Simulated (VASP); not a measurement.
Method: optB88-vdW, VASP's PBE PAW potentials (set 64) (plane waves; VASP).

VASP input:

### INCAR
```
SYSTEM = NaCl
PREC = Accurate
ENCUT = 520
EDIFF = 1E-7
NELM = 100
ALGO = Normal
LREAL = .FALSE.
LASPH = .TRUE.
ISMEAR = 0
SIGMA = 0.05
GGA = BO
PARAM1 = 0.1833333333
PARAM2 = 0.22
LUSE_VDW = .TRUE.
AGGAC = 0.0
LWAVE = .FALSE.
LCHARG = .FALSE.
LORBIT = 11
ICHARG = 11
```

File POSCAR:
```
NaCl
3.964920
  0.0000000000   0.7071067203   0.7071067203
  0.7071067203   0.0000000000   0.7071067203
  0.7071067203   0.7071067203   0.0000000000
Na Cl
1 1
Cart
  0.0000000000   0.0000000000   0.0000000000
  0.7071067203   0.7071067203   0.7071067203
```

**KPOINTS**
```
k-points along high-symmetry lines
15
Line-mode
Reciprocal
  0.000000   0.000000   0.000000 ! GAMMA
  0.500000   0.000000   0.500000 ! X

  0.500000   0.000000   0.500000 ! X
  0.625000   0.250000   0.625000 ! U

  0.375000   0.375000   0.750000 ! K
  0.000000   0.000000   0.000000 ! GAMMA

  0.000000   0.000000   0.000000 ! GAMMA
  0.500000   0.500000   0.500000 ! L

  0.500000   0.500000   0.500000 ! L
  0.500000   0.250000   0.750000 ! W

  0.500000   0.250000   0.750000 ! W
  0.500000   0.000000   0.500000 ! X
```

POTCAR, in this order: Na_pv Cl (PBE.64 set). Program: vasp_std. Read from the step before: CHGCAR.

The run wrote:

File OUTCAR:
```
 ion  position               nearest neighbor table
   1  0.000  0.000  0.000-
   2  0.500  0.500  0.500-
  LATTYP: Found a face centered cubic cell.
 ALAT       =     5.6072431546
 Subroutine PRICEL returns:
 Original cell was already a primitive cell.
 Subroutine GETGRP returns: Found 48 space group operations
The static configuration has the point symmetry O_h .
The dynamic configuration has the point symmetry O_h .
 Subroutine INISYM returns: Found 48 space group operations
   k-points           NKPTS =     90   k-points in BZ     NKDIM =     90   number of bands    NBANDS=     11
   number of dos      NEDOS =    301   number of ions     NIONS =      2
   total plane-waves  NPLWV =  27000
   dimension x,y,z NGX =    30 NGY =   30 NGZ =   30
   dimension x,y,z NGXF=    60 NGYF=   60 NGZF=   60
   ions per type =               1   1
   PREC   = accura    normal or accurate (medium, high low for compatibility)
   ISTART =      0    job   : 0-new  1-cont  2-samecut
   ICHARG =     11    charge: 1-file 2-atom 10-const
   ISPIN  =      1    spin polarized calculation?
   LNONCOLLINEAR =      F non collinear calculations
   LSORBIT =      F    spin-orbit coupling
   INIWAV =      1    electr: 0-lowe 1-rand  2-diag
   ENCUT  =  520.0 eV  38.22 Ry    6.18 a.u.   7.37  7.37  7.37*2*pi/ulx,y,z
...
```

File OSZICAR:
```
       N       E                     dE             d eps       ncg     rms          rms(c)
DAV:   1     0.963666565035E+02    0.96367E+02   -0.74651E+03  1986   0.130E+03
DAV:   2     0.535187498938E+01   -0.91015E+02   -0.83953E+02  2270   0.275E+02
DAV:   3    -0.252621898540E+01   -0.78781E+01   -0.77307E+01  2396   0.802E+01
DAV:   4    -0.270123880920E+01   -0.17502E+00   -0.17484E+00  2288   0.127E+01
DAV:   5    -0.270488745162E+01   -0.36486E-02   -0.36483E-02  2455   0.189E+00
DAV:   6    -0.270499033590E+01   -0.10288E-03   -0.10288E-03  2437   0.321E-01
DAV:   7    -0.270499433486E+01   -0.39990E-05   -0.39989E-05  2645   0.561E-02
DAV:   8    -0.270499447757E+01   -0.14271E-06   -0.14269E-06  2294   0.896E-03
DAV:   9    -0.270499448346E+01   -0.58899E-08   -0.59011E-08  1729   0.160E-03
   1 F= -.27049945E+01 E0= -.27049945E+01  d E =-.208332E-12
```

File OUTCAR:
```
 val. band max:       -0.7984028238   @ k =   0.0000   0.0000   0.0000

 cond. band min:       4.3596329568   @ k =   0.0000   0.0000   0.0000



 k-point     1 :       0.0000    0.0000    0.0000
  band No.  band energies     occupation
      1     -21.7973      2.00000
      2     -21.7972      2.00000
      3     -21.7972      2.00000
      4     -13.4771      2.00000
      5      -0.7984      2.00000
      6      -0.7984      2.00000
      7      -0.7984      2.00000
      8       4.3596      0.00000
      9      10.3088      0.00000
     10      10.3088      0.00000
     11      10.3088      0.00000

 k-point     2 :       0.0357    0.0000    0.0357
  band No.  band energies     occupation
      1     -21.7976      2.00000
      2     -21.7974      2.00000
      3     -21.7973      2.00000
      4     -13.4715      2.00000
      5      -0.8369      2.00000
      6      -0.8072      2.00000
      7      -0.8072      2.00000
      8       4.4206      0.00000
      9      10.2206      0.00000
     10      10.3403      0.00000
     11      10.3403      0.00000

 k-point     3 :       0.0714    0.0000    0.0714
  band No.  band energies     occupation
      1     -21.7987      2.00000
      2     -21.7977      2.00000
      3     -21.7977      2.00000
      4     -13.4551      2.00000
      5      -0.9455      2.00000
      6      -0.8330      2.00000
      7      -0.8330      2.00000
      8       4.5957      0.00000
      9       9.9870      0.00000
     10      10.4339      0.00000
     11      10.4339      0.00000

 k-point     4 :       0.1071    0.0000    0.1071
  band No.  band energies     occupation
      1     -21.8004      2.00000
      2     -21.7982      2.00000
      3     -21.7982      2.00000
      4     -13.4288      2.00000
      5      -1.1068      2.00000
      6      -0.8738      2.00000
      7      -0.8738      2.00000
      8       4.8654      0.00000
      9       9.6698      0.00000
     10      10.5866      0.00000
...
```

The density is held fixed in this step, so its total energy and stress have no physical meaning.

The compound is NaCl in the rock salt structure. It was relaxed first.
